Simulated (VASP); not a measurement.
Level of theory: PBEsol GGA, VASP's PBE PAW potentials (set 64) (plane waves; VASP).

Input for VASP

POSCAR:
```
CdS
1.0
  3.9633769088   0.0000000000   0.0000000000
 -1.9816884544   3.4323855912   0.0000000000
  0.0000000000   0.0000000000   6.4675263140
Cd S
2 2
Cart
 -0.0000019817   2.2882582049   6.4660133901
  1.9816904361   1.1441273863   3.2322502331
 -0.0000019817   2.2882582049   2.4268352916
  1.9816904361   1.1441273863   5.6605984486
```

**INCAR**
```
SYSTEM = CdS
PREC = Accurate; ENCUT = 500; LREAL = .FALSE.
LASPH = .TRUE.
EDIFF = 1E-6; NELM = 100; ALGO = Normal
LMAXMIX = 4
ISMEAR = 0; SIGMA = 0.05
GGA = PS
IBRION = 2; NSW = 40; ISIF = 3
EDIFFG = -0.02; PSTRESS = 200
LWAVE = .FALSE.; LCHARG = .FALSE.
```

File KPOINTS:
```
Automatic mesh
0
Gamma
7 7 4
0 0 0
```

POTCAR, in this order: Cd S (PBE.64 set). Program: vasp_std.

What VASP printed:

**OSZICAR**
```
       N       E                     dE             d eps       ncg     rms          rms(c)
DAV:   1     0.253898117389E+03    0.25390E+03   -0.17897E+04  1056   0.149E+03
DAV:   2    -0.806795996157E+00   -0.25470E+03   -0.24949E+03  1170   0.368E+02
DAV:   3    -0.141829625292E+02   -0.13376E+02   -0.13335E+02  1296   0.857E+01
DAV:   4    -0.143227303451E+02   -0.13977E+00   -0.13971E+00  1206   0.881E+00
DAV:   5    -0.143251283477E+02   -0.23980E-02   -0.23978E-02  1296   0.111E+00    0.152E+01
DAV:   6    -0.133474798173E+02    0.97765E+00   -0.23726E+00  1418   0.196E+01    0.113E+01
DAV:   7    -0.133352021143E+02    0.12278E-01   -0.11582E+00  1206   0.667E+00    0.352E+00
DAV:   8    -0.133137051350E+02    0.21497E-01   -0.22006E-01  1318   0.536E+00    0.743E-01
DAV:   9    -0.133128666707E+02    0.83846E-03   -0.25108E-02  1212   0.232E+00    0.204E-01
DAV:  10    -0.133126991359E+02    0.16753E-03   -0.13681E-03  1284   0.501E-01    0.660E-02
DAV:  11    -0.133127565959E+02   -0.57460E-04   -0.23406E-04  1146   0.119E-01    0.340E-02
DAV:  12    -0.133127679675E+02   -0.11372E-04   -0.26085E-05  1236   0.463E-02    0.168E-02
DAV:  13    -0.133127703417E+02   -0.23743E-05   -0.57610E-06   998   0.288E-02    0.625E-03
DAV:  14    -0.133127706045E+02   -0.26279E-06   -0.74039E-07   864   0.738E-03
   1 F= -.23298192E+01 E0= -.23298192E+01  d E =-.232982E+01
       N       E                     dE             d eps       ncg     rms          rms(c)
DAV:   1    -0.269777277324E+02   -0.13665E+02   -0.30123E+02  1182   0.197E+02    0.348E+01
DAV:   2    -0.116972967658E+02    0.15280E+02   -0.55858E+01  1116   0.108E+02    0.920E+00
DAV:   3    -0.110352950215E+02    0.66200E+00   -0.39692E+00  1170   0.160E+01    0.560E+00
DAV:   4    -0.109224319276E+02    0.11286E+00   -0.16070E-01  1104   0.244E+00    0.430E+00
DAV:   5    -0.108844844842E+02    0.37947E-01   -0.28066E-02  1296   0.170E+00    0.230E+00
DAV:   6    -0.108759881201E+02    0.84964E-02   -0.29057E-02  1098   0.115E+00    0.257E-01
DAV:   7    -0.108760045077E+02   -0.16388E-04   -0.15453E-03  1306   0.512E-01    0.100E-01
DAV:   8    -0.108760562436E+02   -0.51736E-04   -0.95813E-05  1164   0.736E-02    0.233E-02
DAV:   9    -0.108760551254E+02    0.11182E-05   -0.61110E-06  1278   0.196E-02    0.122E-02
DAV:  10    -0.108760553996E+02   -0.27414E-06   -0.59430E-07   714   0.851E-03
   2 F= -.19466570E+01 E0= -.19466570E+01  d E =0.383162E+00
       N       E                     dE             d eps       ncg     rms          rms(c)
DAV:   1    -0.178109802075E+02   -0.69349E+01   -0.11606E+02  1110   0.139E+02    0.218E+01
DAV:   2    -0.133908934669E+02    0.44201E+01   -0.11449E+01  1122   0.519E+01    0.103E+01
DAV:   3    -0.128900552206E+02    0.50084E+00   -0.97131E-01  1200   0.113E+01    0.912E+00
DAV:   4    -0.127165552155E+02    0.17350E+00   -0.24842E-01  1086   0.391E+00    0.207E+00
DAV:   5    -0.127095417255E+02    0.70135E-02   -0.18134E-02  1224   0.127E+00    0.795E-01
DAV:   6    -0.127092895211E+02    0.25220E-03   -0.22078E-03  1218   0.420E-01    0.501E-01
DAV:   7    -0.127089920201E+02    0.29750E-03   -0.92444E-04  1248   0.365E-01    0.523E-02
DAV:   8    -0.127090106904E+02   -0.18670E-04   -0.22113E-04  1146   0.121E-01    0.147E-02
DAV:   9    -0.127090134277E+02   -0.27373E-05   -0.51222E-06  1254   0.217E-02    0.767E-03
DAV:  10    -0.127090138011E+02   -0.37342E-06   -0.62467E-07   642   0.781E-03
   3 F= -.25614391E+01 E0= -.25614391E+01  d E =-.231620E+00
       N       E                     dE             d eps       ncg     rms          rms(c)
DAV:   1    -0.126869786232E+02    0.22035E-01   -0.41035E-02  1152   0.247E+00    0.326E-01
DAV:   2    -0.126852368479E+02    0.17418E-02   -0.47350E-03  1146   0.104E+00    0.139E-01
DAV:   3    -0.126850699046E+02    0.16694E-03   -0.53063E-04  1182   0.233E-01    0.116E-01
DAV:   4    -0.126850543760E+02    0.15529E-04   -0.48875E-05  1074   0.738E-02    0.212E-02
DAV:   5    -0.126850501276E+02    0.42485E-05   -0.29558E-05  1242   0.775E-02    0.109E-02
DAV:   6    -0.126850509189E+02   -0.79138E-06   -0.31830E-06   824   0.161E-02
   4 F= -.25617119E+01 E0= -.25617119E+01  d E =-.231893E+00
```

### OUTCAR
```
------------------------ aborting loop because EDIFF is reached ----------------------------------------
  FORCE on cell =-STRESS in cart. coord.  units (eV):
  Direction    XX          YY          ZZ          XY          YZ          ZX
  --------------------------------------------------------------------------------------
  Total       10.0792277     10.0792308     10.1434188      0.0000000      0.0000000     -0.0000000
  in kB      199.1285231    199.1285847    200.3967027      0.0000000      0.0000000     -0.0000000
  external PRESSURE =      -0.4487298 kB  Pullay stress =     200.0000000 kB
  volume of cell :       81.10
      direct lattice vectors                 reciprocal lattice vectors
     3.857034352  0.000000000  0.000000000     0.259266553  0.149687591  0.000000000
    -1.928517176  3.340290248 -0.000000000     0.000000000  0.299375182  0.000000000
     0.000000000  0.000000000  6.294578491    -0.000000000  0.000000000  0.158866873
  FREE ENERGIE OF THE ION-ELECTRON SYSTEM (eV)
  ---------------------------------------------------
  free  energy   TOTEN  =       -12.6850509189 eV

  energy  without entropy=      -12.6850509189  energy(sigma->0) =      -12.68505092
  enthalpy is  TOTEN    =        -2.5617119462 eV   P V=       10.1233389727

 reached required accuracy - stopping structural energy minimisation
```
(Selected blocks of OUTCAR.)

CONTCAR:
```
CdS
   1.00000000000000
     3.8570343517473988    0.0000000000000000    0.0000000000000000
    -1.9285171758736994    3.3402902483785191   -0.0000000000000000
     0.0000000000000000    0.0000000000000000    6.2945784905306557
  Cd              S
     2     2
Direct
     0.3333330000000032    0.6666669999999968    0.9997707155403019
     0.6666669999999968    0.3333330000000032    0.4997707155402949
     0.3333330000000032    0.6666669999999968    0.3752292844597051
     0.6666669999999968    0.3333330000000032    0.8752292844596981
```

Energy and stress use the plane-wave basis of the starting cell.

The structure was generated: CdS was put into the wurtzite type (P6_3mc), which need not be its known phase. This run relaxes it under an external pressure of 20 GPa. Symmetry was kept, so distortions that lower it aren't found.
